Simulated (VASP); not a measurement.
Wanted: the native input for a VASP 6.6.1 run.

- Task: single point
- Functional: LDA
- Potentials or basis: VASP PAW LDA potentials, release 64 (Mg, O)
- Cutoff: 520 eV
- k mesh: 8 × 8 × 8
- Occupations: gaussian, width 0.03 eV
- Spin: no spin polarisation
- Further INCAR settings: ALGO = Normal; EDIFF = 1e-07

The structure of MgO (Periclase) lies in POSCAR:

```
MgO
1.0
    0.0000000000      2.1085000000      2.1085000000
    2.1085000000      0.0000000000      2.1085000000
    2.1085000000      2.1085000000      0.0000000000
Mg O
1 1
Direct
    0.0000000000      0.0000000000      0.0000000000
    0.5000000000      0.5000000000      0.5000000000
```

One way to write it, as run:

INCAR

```
SYSTEM = MgO
  PREC = Accurate
  ENCUT = 520
  EDIFF = 1E-7
  ISMEAR = 0
  SIGMA = 0.03
  LREAL = .False.
  LASPH = .True.
  NELM = 80
  ALGO = Normal
  ISIF = 2
  LWAVE = .False.
  LCHARG = .False.
  GGA = CA
  KPAR = 4
```

KPOINTS

```
Automatic mesh
0
Gamma
  8 8 8
  0 0 0
```

Potentials or basis: VASP PAW LDA potentials, release 64 (Mg, O).

The run is started by

```bash
$ cat potpaw_LDA.64/Mg/POTCAR potpaw_LDA.64/O/POTCAR > POTCAR
$ mpirun -np 4 vasp_std > vasp.out
```

Results of the run:

```
Pressure               : -8.2 GPa
Band gap on the k mesh : 4.62 eV, direct
```

Run time: 2.6 s on 4 MPI ranks on AMD EPYC 7R13 Processor (Zen 3), with other jobs on the host, peak memory 0.1 GiB a rank.
